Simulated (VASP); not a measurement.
Data:

```yaml
crystal:
  lattice:
    - [8.48696, 0.00000, 0.00000]
    - [0.00000, 8.48696, 0.00000]
    - [0.00000, 0.00000, 8.48696]
  atoms:
    - { symbol: Mg, position: [0.49990, 0.99975, 0.99996] }
    - { symbol: Mg, position: [0.74877, 0.25085, 0.00046] }
    - { symbol: Mg, position: [0.74891, 0.99979, 0.25121] }
    - { symbol: Mg, position: [0.99989, 0.99987, 0.00011] }
    - { symbol: Mg, position: [0.25084, 0.25068, 0.00039] }
    - { symbol: Mg, position: [0.49976, 0.49975, 0.00038] }
    - { symbol: Mg, position: [0.74884, 0.74881, 0.00015] }
    - { symbol: Mg, position: [0.25080, 0.99951, 0.25108] }
    - { symbol: Mg, position: [0.49972, 0.25554, 0.25645] }
    - { symbol: Mg, position: [0.74336, 0.49962, 0.25686] }
    - { symbol: Mg, position: [0.49990, 0.99941, 0.50013] }
    - { symbol: Mg, position: [0.74380, 0.25556, 0.50056] }
    - { symbol: Mg, position: [0.74884, 0.99969, 0.74923] }
    - { symbol: Mg, position: [0.99967, 0.49987, 0.00043] }
    - { symbol: Mg, position: [0.25083, 0.74877, 0.00000] }
    - { symbol: Mg, position: [0.99976, 0.25078, 0.25138] }
    - { symbol: Mg, position: [0.25579, 0.49959, 0.25635] }
    - { symbol: Mg, position: [0.49983, 0.74374, 0.25587] }
    - { symbol: Mg, position: [0.00002, 0.99959, 0.50015] }
    - { symbol: Mg, position: [0.25592, 0.25555, 0.50029] }
    - { symbol: Mg, position: [0.74387, 0.74359, 0.50021] }
    - { symbol: Mg, position: [0.25095, 0.99958, 0.74904] }
    - { symbol: Mg, position: [0.49975, 0.25590, 0.74416] }
    - { symbol: Mg, position: [0.74376, 0.49975, 0.74448] }
    - { symbol: Mg, position: [0.99970, 0.74870, 0.25111] }
    - { symbol: Mg, position: [0.99985, 0.49967, 0.50038] }
    - { symbol: Mg, position: [0.25611, 0.74321, 0.50002] }
    - { symbol: Mg, position: [0.99986, 0.25071, 0.74934] }
    - { symbol: Mg, position: [0.25567, 0.49957, 0.74445] }
    - { symbol: Mg, position: [0.49980, 0.74332, 0.74386] }
    - { symbol: Mg, position: [0.99990, 0.74878, 0.74905] }
    - { symbol: O, position: [0.74939, 0.25010, 0.25092] }
    - { symbol: O, position: [0.99970, 0.49975, 0.24837] }
    - { symbol: O, position: [0.99993, 0.24760, 0.50041] }
    - { symbol: O, position: [0.25016, 0.24995, 0.25067] }
    - { symbol: O, position: [0.49964, 0.49966, 0.23610] }
    - { symbol: O, position: [0.74942, 0.74930, 0.25056] }
    - { symbol: O, position: [0.99983, 0.99971, 0.24948] }
    - { symbol: O, position: [0.49988, 0.23505, 0.50034] }
    - { symbol: O, position: [0.76417, 0.49957, 0.50060] }
    - { symbol: O, position: [0.99995, 0.75158, 0.50010] }
    - { symbol: O, position: [0.74941, 0.25007, 0.75004] }
    - { symbol: O, position: [0.99981, 0.49970, 0.75243] }
    - { symbol: O, position: [0.99978, 0.24922, 0.00035] }
    - { symbol: O, position: [0.25017, 0.74923, 0.25041] }
    - { symbol: O, position: [0.49986, 0.99964, 0.24800] }
    - { symbol: O, position: [0.23551, 0.49943, 0.50033] }
    - { symbol: O, position: [0.49993, 0.76377, 0.49986] }
    - { symbol: O, position: [0.75204, 0.99953, 0.50026] }
    - { symbol: O, position: [0.25025, 0.24998, 0.74997] }
    - { symbol: O, position: [0.49970, 0.49958, 0.76474] }
    - { symbol: O, position: [0.74944, 0.74931, 0.74977] }
    - { symbol: O, position: [0.99994, 0.99974, 0.75080] }
    - { symbol: O, position: [0.49981, 0.24772, 0.00035] }
    - { symbol: O, position: [0.75173, 0.49979, 0.00045] }
    - { symbol: O, position: [0.99980, 0.75049, 0.00008] }
    - { symbol: O, position: [0.24793, 0.99946, 0.50007] }
    - { symbol: O, position: [0.25026, 0.74918, 0.74963] }
    - { symbol: O, position: [0.49986, 0.99950, 0.75210] }
    - { symbol: O, position: [0.24767, 0.49974, 0.00037] }
    - { symbol: O, position: [0.49985, 0.75172, 0.00010] }
    - { symbol: O, position: [0.75053, 0.99986, 0.00019] }
    - { symbol: O, position: [0.24923, 0.99967, 0.00007] }
```

Computed with HSE06 screened hybrid, VASP's PBE PAW potentials (set 64) (plane waves; VASP). Settings: PREC = Normal, LREAL = Auto, ISYM = 0, EDIFF = 1E-5, 400 eV cut-off, 1×1×1 Γ-centred mesh, Gaussian smearing of 0.050 eV, potentials Mg O.

The supercell is sampled at Γ alone, which is coarse: total energies, pressure and levels can be off, energies of defects by several tenths of an eV.

**Question.** Estimate the energy per atom (σ→0).

**Answer.** 
```
Quantity                        Value
---------------------  --------------
energy per atom (σ→0)  -7.054 eV/atom
```

The absolute energy has meaning only against runs of the same code, potentials and settings.

The cell is a supercell with a defect, built from MgO (rock salt): vac_Mg. The cell's shape comes from a PBE relaxation. The run is not spin-polarised, so no state with unpaired spins was tried.
